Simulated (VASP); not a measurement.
A convergence study with VASP on GaN (wurtzite): one setting is varied, all else stays as given below, so the limit is that of these other settings.

```
GaN
1.0
    1.59500    -2.76262     0.00000
    1.59500     2.76262     0.00000
    0.00000     0.00000     5.19000
Ga N
2 2
Direct
  0.66667   0.33333   0.50000
  0.33333   0.66667   0.00000
  0.66667   0.33333   0.87700
  0.33333   0.66667   0.37700
```

Method: LDA (Ceperley-Alder, Perdew-Zunger), VASP's LDA PAW potentials (set 64) (plane waves; VASP). The tightest run used: 700 eV cut-off, 7×7×4 Γ-centred mesh, Gaussian smearing of 0.010 eV, potentials Ga_d N.

| setting | highest Γ mode (cm⁻¹) | plane waves |
|---|---|---|
| ENCUT = 300 | 695.0 | 556 |
| ENCUT = 400 | 668.7 | 848 |
| ENCUT = 500 | 672.1 | 1182 |

Q: These are the cheaper rows. Estimate the results at ENCUT = 700, and how far the last row shown lies from them.

A: 
```tsv
quantity	tightest run	last row shown is off by
highest Γ mode (cm⁻¹)	671.8	0.3
```

Left out are rungs that failed or repeat a setting and relaxations that didn't move; long series are thinned to 24 rows.

The compound is GaN in the wurtzite structure. The cell was not relaxed at this level.
